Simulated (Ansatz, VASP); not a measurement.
# ScCo: VASP beside Ansatz, part 2 of 2

Aim: how closely do two programs agree when they are given the same cell, functional and k mesh? The cell is taken from a series of runs on this material, whose earlier steps may have relaxed, scaled, displaced or heated it; both programs get it as it stands.

VASP 6.6.1 and Ansatz 0.2.0.

So far: The starting structure; VASP: relaxation of cell and atoms, PBEsol; Ansatz: relaxation of cell and atoms, PBEsol; Differences.

## Step 5: Ansatz: zone-centre phonons, PBEsol

Level of this step: Ansatz beside VASP: Kohn-Sham DFT, plane waves, PBEsol (Ansatz).

Second derivatives magnify differences that forces hide, and they need a tight electronic threshold.

The cell is taken from a series of runs on this material, whose earlier steps may have relaxed, scaled, displaced or heated it; both programs get it as it stands.

input.yaml

```yaml
crystal:
  lattice:
    - [3.0716497129, 0.0, 0.0]
    - [0.0, 3.0716497129, 0.0]
    - [0.0, 0.0, 3.0716497129]
  atoms:
    - { symbol: Sc, position: [0.5, 0.5, 0.5] }
    - { symbol: Co, position: [0.0, 0.0, 0.0] }
kpoints:
  mp_grid: { grid: [16, 16, 16] }
hamiltonian:
  xc: pbesol
  pseudopotentials: { kind: paw, azcp: { folder: soft_1 }, xc_functional: pbe }
scf:
  occupations: { method: methfessel_paxton, width: 0.2 }
output:
  eigenvalues: true
phonons:
  method: dfpt
```

The run is started by

```bash
> ansatz run input.yaml --threads 4 --pin off --max-ram 10240MiB --backend cpu --events-out ev --progress --plain --runs-dir out
```

Numbers of over 12 decimals in the logs are rounded to 6 here.

Output:

```text
[...]
Crystal: 2 atoms, lattice volume = 28.981 Å³
Basis set: ecut = 420 eV, 587 PW (Γ), exchange–correlation on 48×48×48 points (8 copies of the dense FFT grid, shifted against one another)
Bands: 18, of which v1, the nominal top of the filled ones, is band 14 counted from 1 (13 counted from 0)
Symmetry: 48 space group operations
k-points: 405 of 4096 (irreducible under 8 space group operations, time reversal used)
[...]
k mesh reduced under 8 symmetry operations, with k and −k counted as one. Each operation leaves every solved perturbation unchanged. A smaller set is not used because it would not reduce the number of displacements times k-points to solve
  ASR residual: 4.628e-5 → 0.000e0 eV/Å²; symmetrization residual: 1.181e-6 eV/Å²
  ASR residual per site (eV/Å²): 4.63e-5 2.12e-5
  Γ frequencies (cm⁻¹): 0.00 0.00 0.00 222.09 222.09 222.09
  non-analytic LO–TO correction: not included (Born effective charges unavailable; polar crystals: no LO–TO splitting at Γ)
[key lines of the parts left out:]
SCF converged after 9 iterations
Free energy (F): -7205.093611 eV
Fermi energy:    14.810148 eV
```

## Step 6: VASP: zone-centre phonons, PBEsol

The same cell, functional, mesh and smearing now go to VASP, with its own data sets.

INCAR

```
SYSTEM = ScCo
PREC = Accurate
ENCUT = 600
EDIFF = 1E-08
NELM = 120
ISMEAR = 1
SIGMA = 0.2
LREAL = .FALSE.
ALGO = Normal
GGA = PS
NBANDS = 16
LASPH = .TRUE.
LORBIT = 11
LWAVE = .FALSE.
LCHARG = .FALSE.
ISIF = 2
IBRION = 8
GGA_COMPAT = .FALSE.
KPAR = 2
```

POSCAR

```
ScCo
1.0
    3.0716497129      0.0000000000      0.0000000000
    0.0000000000      3.0716497129      0.0000000000
    0.0000000000      0.0000000000      3.0716497129
Sc Co
1 1
Direct
    0.5000000000      0.5000000000      0.5000000000
    0.0000000000      0.0000000000      0.0000000000
```

KPOINTS

```
Automatic mesh
0
Gamma
16 16 16
0 0 0
```

Potentials, in the order of the species: Sc_sv and Co (PBE family, release 64).

The run is started by

```bash
> mpirun -np 2 vasp_std
```

Output:

```text
[banner, memory and clock lines left out]
running    2 mpi-ranks, on    1 nodes
[...]
[... a notice as in an earlier step ...]

 LDA part: xc-table for (Slater+PW92), standard interpolation
 POSCAR, INCAR and KPOINTS ok, starting setup
[...]
entering main loop
       N       E                     dE             d eps       ncg     rms          rms(c)
DAV:   1     0.196794742378E+03    0.19679E+03   -0.10617E+04  5312   0.165E+03
DAV:   2    -0.946117606472E+01   -0.20626E+03   -0.20092E+03  5432   0.424E+02
DAV:   3    -0.167711257160E+02   -0.73099E+01   -0.72343E+01  7680   0.106E+02
DAV:   4    -0.169226298323E+02   -0.15150E+00   -0.15145E+00  6216   0.137E+01
[...]
DAV:  14    -0.150694189519E+02    0.22366E-06   -0.48686E-07  6368   0.701E-03    0.596E-04
DAV:  15    -0.150694189166E+02    0.35359E-07   -0.36754E-08  4824   0.256E-03    0.225E-04
DAV:  16    -0.150694189199E+02   -0.33274E-08   -0.19021E-09  2736   0.573E-04
   1 F= -.15069419E+02 E0= -.15069438E+02  d E =0.585627E-04
[...]
RMM:  15    -0.746136396360E+00   -0.97454E-06   -0.12318E-09 21956   0.117E-04    0.747E-06
RMM:  16    -0.746136585569E+00   -0.18921E-06   -0.69875E-10 25284   0.650E-05    0.779E-06
RMM:  17    -0.746136579750E+00    0.58186E-08    0.94912E-10 25047   0.352E-05    0.717E-06
 first order change of Fermi-energy  -0.20433E-02
 force on displaced ion       1 direction 1 :  -4.645  -0.000   0.000
 Linear response progress:
  Degree of freedom:   2/  2
       N       E                     dE             d eps       ncg     rms          rms(c)
RMM:   1    -0.166806828334E+00   -0.16681E+00   -0.10769E-01 27681   0.380E+00
RMM:   2    -0.167470629449E+00   -0.66380E-03   -0.26365E-03 18123   0.602E-01    0.172E-01
RMM:   3    -0.167435232216E+00    0.35397E-04   -0.43741E-04 20755   0.206E-01    0.107E-01
RMM:   4    -0.167884959649E+00   -0.44973E-03   -0.18416E-04 19624   0.130E-01    0.490E-02
[...]
RMM:  13    -0.167824234942E+00   -0.88750E-07   -0.21734E-11 22878   0.229E-05    0.247E-06
RMM:  14    -0.167824220230E+00    0.14713E-07   -0.92081E-11 21971   0.123E-05    0.122E-06
RMM:  15    -0.167824212816E+00    0.74141E-08   -0.77510E-12 25337   0.527E-06    0.450E-07
 first order change of Fermi-energy   0.33590E-02
 force on displaced ion       2 direction 1 :  -4.648   0.000  -0.000
 Linear response finished
```

From OUTCAR (step 6):

```text
  Total        0.0329116      0.0329116      0.0329116      0.0000000      0.0000000     -0.0000000
  in kB        1.8194693      1.8194693      1.8194693      0.0000000      0.0000000     -0.0000000
  external PRESSURE =       1.8194693 kB  Pullay stress =       0.0000000 kB

 POSITION                                       TOTAL-FORCE (eV/Angst)
 -----------------------------------------------------------------------------------
      1.53582      1.53582      1.53582         0.000000      0.000000      0.000000
      0.00000      0.00000      0.00000         0.000000      0.000000      0.000000
 -----------------------------------------------------------------------------------
    total drift:                                0.000000      0.000000      0.000000

[... 1 part as in an earlier step ...]

[... 1 further part left out ...]
```

## Step 7: Comparison

What differs besides the data sets and the points named for the pairs above, as far as they apply: the data sets hold 28 valence electrons in Ansatz (on its PAW soft_1 files) and 20 in VASP. Total energies have different zeros and are not compared.

The two programs side by side:

```csv
quantity,Ansatz,VASP,difference
optical mode 1 to 3 (cm⁻¹),222.1,222.6,-0.22 %
```

Modes are paired by rising frequency, not by their patterns, so a pair may set unlike modes beside each other; they are those without the splitting of longitudinal modes.

## Step 8: Results

| Item | Value |
| --- | --- |
| difference in volume (relaxation of cell and atoms, PBEsol) | -0.13 % |
| r.m.s. difference of the optical zone-centre modes, each program's sorted by frequency (zone-centre phonons, PBEsol) | 0.49 cm⁻¹ |

In words: The difference in volume is -0.13 % (relaxation of cell and atoms, PBEsol), within the 1.2 % picked in this series as the mark of a large difference, as far as the stopping tolerances let one tell. The data sets hold unlike numbers of valence electrons (28 in Ansatz and 20 in VASP), so part of the differences comes from the potentials. 1 further run of this series is not shown here. How closely two codes agree says nothing of how well the functional describes the real material.

[Lines on the potential files, build, host, timing and source positions are cut from VASP's logs without a mark.]

[Logs are printed without paths, hosts, clocks, repeated set-up lines and the standing remarks that a program may print on its own settings, such as how far it seeks lower states.]

[Hosts, paths, dates, database ids (printed as entryN), source tags and the programs' standing remarks are cut or masked in the printed files.]
